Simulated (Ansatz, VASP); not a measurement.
# CoCl2 in two plane-wave programs, part 2 of 2

One calculation is typed for both programs; each brings its own data sets. How far apart do they land? The cell is taken from a series of runs on this material, whose earlier steps may have relaxed, scaled, displaced or heated it; both programs get it as it stands.

VASP 6.6.1 and Ansatz 0.2.0.

So far: The starting structure; Ansatz: single point, PBEsol, DFT+U.

## Step 3: VASP: single point, PBEsol, DFT+U

Level of this step: PBEsol, DFT+U (Co d 2.1 eV), spin-polarised from an antiferromagnetic start; plane waves and PAW (Co, Cl) (VASP).

The same cell, functional, mesh and smearing now go to VASP, with its own data sets.

Lines of VASP's logs that name or quote its potential files are left out, and so is its time.

INCAR reads:

```
SYSTEM = CoCl2
PREC = Accurate
ENCUT = 520
EDIFF = 1E-06
NELM = 200
ISMEAR = -1
SIGMA = 0.02
LREAL = .FALSE.
ALGO = Normal
GGA = PS
NBANDS = 32
ISPIN = 2
MAGMOM = 2.55 -2.55 -0.05 0.05 -0.05 0.05
LDAU = .TRUE.
LDAUTYPE = 2
LDAUL = 2 -1
LDAUU = 2.1 0
LDAUJ = 0 0
LDAUPRINT = 1
LASPH = .TRUE.
LMAXMIX = 4
LORBIT = 11
LWAVE = .FALSE.
LCHARG = .FALSE.
ISIF = 2
GGA_COMPAT = .FALSE.
KPAR = 2
```

POSCAR reads:

```
CoCl2
1.0
    3.5400119547      0.0000000000      0.0000000000
   -3.5400119546      6.1314805648      0.0000000000
   -1.7700059773      3.0657402824      5.9725062700
Co Cl
2 4
Direct
    0.0000000000      0.0000000000      0.0000000000
    0.0000000000      0.5000000000      0.0000000000
    0.6666666650      0.7775391050      0.7782551200
    0.6666666650      0.2775391050      0.7782551200
    0.3333333350      0.2224608950      0.2217448800
    0.3333333350      0.7224608950      0.2217448800
```

KPOINTS reads:

```
Automatic mesh
0
Gamma
10 5 10
0 0 0
```

Potentials, in the order of the species: Co and Cl (PBE family, release 64).

On the command line:

```bash
$ mpirun -np 2 vasp_std
```

Numbers of over 12 decimals in the logs are rounded to 6 here.

The program printed:

```text
[banner, memory and clock lines left out]
running    2 mpi-ranks, on    1 nodes
 distrk:  each k-point on    1 cores,    2 groups
 distr:  one band on    1 cores,    1 groups

 POSCAR found type information on POSCAR CoCl
 POSCAR found :  2 types and       6 ions
|                                                                             |
|               ----> ADVICE to this user running VASP <----                  |
|                                                                             |
|     You enforced a specific xc type in the INCAR file but a different       |
|     [... a line on the potential file left out ...]
|     I HOPE YOU KNOW WHAT YOU ARE DOING!                                     |
|                                                                             |

 LDA part: xc-table for (Slater+PW92), standard interpolation
 POSCAR, INCAR and KPOINTS ok, starting setup
 FFT: planning ... GRIDC
 FFT: planning ... GRID_SOFT
 FFT: planning ... GRID
 WAVECAR not read
 entering main loop
       N       E                     dE             d eps       ncg     rms          rms(c)
DAV:   1     0.409092824927E+03    0.40909E+03   -0.19643E+04 18048   0.138E+03
DAV:   2     0.293650306712E+02   -0.37973E+03   -0.35319E+03 19552   0.325E+02
DAV:   3    -0.236175662071E+02   -0.52983E+02   -0.51657E+02 22928   0.135E+02
DAV:   4    -0.256003977335E+02   -0.19828E+01   -0.19756E+01 22352   0.302E+01
DAV:   5    -0.256822260779E+02   -0.81828E-01   -0.81797E-01 27512   0.583E+00    0.183E+01
DAV:   6    -0.244660407128E+02    0.12162E+01   -0.33562E+01 25184   0.776E+01    0.204E+01
DAV:   7    -0.244947478002E+02   -0.28707E-01   -0.92029E+00 22936   0.494E+01    0.980E+00
DAV:   8    -0.247835883596E+02   -0.28884E+00   -0.11174E+00 25664   0.111E+01    0.523E+00
DAV:   9    -0.249509508917E+02   -0.16736E+00   -0.25126E-01 24952   0.863E+00    0.166E+00
DAV:  10    -0.249848212030E+02   -0.33870E-01   -0.11679E-01 26328   0.295E+00    0.103E+00
DAV:  11    -0.249955096433E+02   -0.10688E-01   -0.55251E-02 27088   0.216E+00    0.780E-01
DAV:  12    -0.250144133204E+02   -0.18904E-01   -0.17445E-01 29912   0.271E+00    0.560E-01
DAV:  13    -0.250209014598E+02   -0.64881E-02   -0.32125E-02 28784   0.131E+00    0.439E-01
DAV:  14    -0.250300712345E+02   -0.91698E-02   -0.95681E-02 30424   0.216E+00    0.265E-01
DAV:  15    -0.250337868009E+02   -0.37156E-02   -0.28122E-02 29552   0.107E+00    0.207E-01
DAV:  16    -0.250355675871E+02   -0.17808E-02   -0.97622E-03 31320   0.540E-01    0.154E-01
DAV:  17    -0.250386043575E+02   -0.30368E-02   -0.45029E-02 30056   0.123E+00    0.104E-01
DAV:  18    -0.250400639778E+02   -0.14596E-02   -0.20338E-02 30808   0.830E-01    0.764E-02
DAV:  19    -0.250408869626E+02   -0.82298E-03   -0.17838E-02 31104   0.762E-01    0.460E-02
DAV:  20    -0.250412411773E+02   -0.35421E-03   -0.14223E-02 31584   0.688E-01    0.301E-02
DAV:  21    -0.250413537135E+02   -0.11254E-03   -0.16538E-03 29336   0.225E-01    0.179E-02
DAV:  22    -0.250413744522E+02   -0.20739E-04   -0.32390E-04 29568   0.115E-01    0.106E-02
DAV:  23    -0.250413790965E+02   -0.46443E-05   -0.15560E-04 30160   0.748E-02    0.400E-03
DAV:  24    -0.250413800755E+02   -0.97907E-06   -0.69764E-06 21192   0.193E-02
   1 F= -.25041380E+02 E0= -.25041380E+02  d E =-.921273E-11  mag=     0.0000
```

From OUTCAR (step 3):

```text
ion  position               nearest neighbor table
   1  0.000  0.000  0.000-   4 2.44   6 2.44   4 2.44   6 2.44   3 2.44   5 2.44
   2  0.000  0.500  0.000-   3 2.44   5 2.44   3 2.44   5 2.44   6 2.44   4 2.44
   3  0.667  0.778  0.778-   2 2.44   2 2.44   1 2.44
   4  0.667  0.278  0.778-   1 2.44   1 2.44   2 2.44
   5  0.333  0.222  0.222-   2 2.44   2 2.44   1 2.44
   6  0.333  0.722  0.222-   1 2.44   1 2.44   2 2.44

  LATTYP: Found a body centered orthorhombic cell.
 ALAT       =     3.5400119547
 B/A-ratio  =     1.7320508075
 C/A-ratio  =     3.3742859326

 Subroutine GETGRP returns: Found  4 space group operations
 (whereof  4 operations were pure point group operations)

The static configuration has the point symmetry C_2h.

 Found    141 irreducible k-points:

   k-points           NKPTS =    141   k-points in BZ     NKDIM =    141   number of bands    NBANDS=     32

   dimension x,y,z NGX =    28 NGY =   54 NGZ =   54
   dimension x,y,z NGXF=    56 NGYF=  108 NGZF=  108

   ENCUT  =  520.0 eV  38.22 Ry    6.18 a.u.   6.58 13.16 12.91*2*pi/ulx,y,z

   NELECT =      46.0000    total number of electrons

 k-points in reciprocal lattice and weights: Automatic mesh
   0.00000000  0.00000000  0.00000000       0.002
   0.10000000  0.00000000  0.00000000       0.008
   0.20000000  0.00000000  0.00000000       0.008
   0.30000000  0.00000000  0.00000000       0.008
   0.40000000 -0.00000000 -0.00000000       0.008
   0.50000000 -0.00000000 -0.00000000       0.004
   0.00000000  0.20000000 -0.00000000       0.004
   0.00000000  0.20000000  0.20000000       0.004
   0.10000000  0.20000000 -0.00000000       0.008
[...]
o =  0.9896  v =  0.0000  0.0000  0.0000  0.0000  0.0000 -0.6205 -0.0000  0.0000  0.7842  0.0000      0.0000  0.0000  0.0000  0.0000  0.0000  0.0000  0.0000  0.0000  0.0000  0.0000
  o =  0.9905  v =  0.0000  0.0000  0.0000  0.0000  0.0000  0.0000 -0.7938 -0.0085 -0.0000  0.6081      0.0000  0.0000  0.0000  0.0000  0.0000  0.0000  0.0000  0.0000  0.0000  0.0000

 average (electrostatic) potential at core
       1 -85.9706       2 -85.9706       3 -92.7862       4 -92.7862       5 -92.7862
       6 -92.7862

 E-fermi :   2.4980

 spin component 1
 k-point     1 :       0.0000    0.0000    0.0000
  band No.  band energies     occupation
    ...
     19       0.9014      1.00000
     20       0.9937      1.00000
     21       1.1397      1.00000
     22       1.6877      1.00000
     23       2.0231      1.00000
     24       3.6429      0.00000
     25       4.5931      0.00000
     26       4.7127      0.00000
     27       6.6410      0.00000
     28       7.6801      0.00000
    ...

 k-point     2 :       0.1000    0.0000    0.0000
  band No.  band energies     occupation
    ...
     19       0.9150      1.00000
     20       1.0644      1.00000
     21       1.3229      1.00000
     22       1.6518      1.00000
     23       1.9014      1.00000
     24       3.6631      0.00000
     25       4.5185      0.00000
     26       4.6726      0.00000
     27       7.0583      0.00000
     28       7.9881      0.00000
    ...

 k-point     3 :       0.2000    0.0000    0.0000
  band No.  band energies     occupation
    ...
     19       0.7416      1.00000
     20       1.0357      1.00000
     21       1.5664      1.00000
     22       1.6389      1.00000
     23       1.7134      1.00000
     24       3.6863      0.00000
     25       4.4329      0.00000
     26       4.6140      0.00000
     27       7.9509      0.00000
     28       8.6530      0.00000
    ...

 k-point     4 :       0.3000    0.0000    0.0000
  band No.  band energies     occupation
    ...
     19       0.4229      1.00000
     20       1.0559      1.00000
     21       1.5248      1.00000
     22       1.6969      1.00000
     23       1.7633      1.00000
     24       3.6912      0.00000
     25       4.4576      0.00000
     26       4.5940      0.00000
     27       8.2554      0.00000
     28       8.7586      0.00000
    ...

 k-point     5 :       0.4000   -0.0000   -0.0000
  band No.  band energies     occupation
    ...
     19       0.2551      1.00000
     20       1.0650      1.00000
     21       1.2980      1.00000
     22       1.8076      1.00000
     23       1.8720      1.00000
     24       3.6783      0.00000
     25       4.5230      0.00000
     26       4.6283      0.00000
     27       7.7635      0.00000
     28       8.2091      0.00000
    ...

 k-point     6 :       0.5000   -0.0000   -0.0000
  band No.  band energies     occupation
    ...
     19       0.1721      1.00000
     20       1.0679      1.00000
     21       1.1514      1.00000
     22       1.8697      1.00000
     23       1.9083      1.00000
     24       3.6684      0.00000
     25       4.5529      0.00000
     26       4.6570      0.00000
     27       7.5110      0.00000
     28       7.9978      0.00000
    ...

  Total       -1.6053517     -1.4477286     -1.3011091     -0.0000000      0.0143422      0.0000000
  in kB      -19.8405666    -17.8925010    -16.0804279     -0.0000000      0.1772557      0.0000000
  external PRESSURE =     -17.9378319 kB  Pullay stress =       0.0000000 kB

  energy-cutoff  :      520.00
  volume of cell :      129.64
      direct lattice vectors                 reciprocal lattice vectors
     3.540011955  0.000000000  0.000000000     0.282484922  0.163092746  0.000000000
    -3.540011955  6.131480565  0.000000000     0.000000000  0.163092746 -0.083716949
    -1.770005977  3.065740282  5.972506270     0.000000000  0.000000000  0.167433897

 POSITION                                       TOTAL-FORCE (eV/Angst)
 -----------------------------------------------------------------------------------
      0.00000      0.00000      0.00000         0.000000      0.000000      0.000000
     -1.77001      3.06574      0.00000        -0.000000     -0.000000      0.000000
     -1.77001      7.15339      4.64813        -0.000000     -0.002420      0.265604
      0.00000      4.08765      4.64813        -0.000000     -0.002420      0.265604
      0.00000      2.04383      1.32437         0.000000      0.002420     -0.265604
     -1.77001      5.10957      1.32437         0.000000      0.002420     -0.265604
 -----------------------------------------------------------------------------------
    total drift:                               -0.000000      0.000000      0.000000

  FREE ENERGIE OF THE ION-ELECTRON SYSTEM (eV)
  ---------------------------------------------------
  free  energy   TOTEN  =       -25.0413800755 eV

  energy  without entropy=      -25.0413800755  energy(sigma->0) =      -25.04138008

 total charge
# of ion       s       p       d       tot
------------------------------------------
    1        0.302   0.331   7.092   7.726
    2        0.302   0.331   7.092   7.726
    3        1.591   3.491   0.000   5.082
    4        1.591   3.491   0.000   5.082
    5        1.591   3.491   0.000   5.082
    6        1.591   3.491   0.000   5.082
--------------------------------------------------
tot          6.968  14.627  14.184  35.779

 magnetization (x)
# of ion       s       p       d       tot
------------------------------------------
    1        0.013   0.010   2.569   2.592
    2       -0.013  -0.010  -2.569  -2.592
    3       -0.003  -0.043   0.000  -0.045
    4        0.003   0.043   0.000   0.045
    5       -0.003  -0.043   0.000  -0.045
    6        0.003   0.043   0.000   0.045
--------------------------------------------------
tot          0.000   0.000   0.000   0.000

[... 1 further part left out ...]
```

The run ends at a pressure of -1.79 GPa, with forces up to 0.27 eV/Å.

## Step 4: Side by side

Known differences besides the potentials themselves: VASP starts from the moments at which Ansatz ended; U acts on the PAW sphere in VASP and on atomic orbitals in Ansatz, so only states and trends compare; the data sets hold 62 valence electrons in Ansatz (on its default PAW (the set named soft_2) files) and 46 in VASP; the cutoff is 420 eV in Ansatz and 520 eV in VASP; Ansatz makes its cores anew for this functional, VASP keeps those of its PBE data sets; site moments are counted in spheres of each program's own size. Total energies have different zeros and are not compared.

The two programs side by side:

| quantity | Ansatz | VASP | difference |
| --- | --- | --- | --- |
| moment on Co1 (μB) | 2.55 | 2.59 | -0.04 |
| moment on Co2 (μB) | -2.55 | -2.59 | +0.04 |

## Step 5: What came out

```yaml
difference_in_moment_on_co1_single_point_pbesol_dft_u: -0.041 μB
```

What this shows: The difference in moment on Co1 is -0.041 μB (single point, PBEsol, DFT+U). The data sets hold unlike numbers of valence electrons (62 in Ansatz and 46 in VASP), so part of the differences may come from the potentials. How closely two codes agree says nothing of how well the functional describes the real material.

[Lines on the potential files, build, host, timing and source positions are cut from VASP's logs without a mark.]

[Logs are printed without paths, hosts, clocks, repeated set-up lines and the standing remarks that a program may print on its own settings, such as how far it seeks lower states.]

[Hosts, paths, dates, database ids (printed as entryN), source tags and the programs' standing remarks are cut or masked in the printed files.]
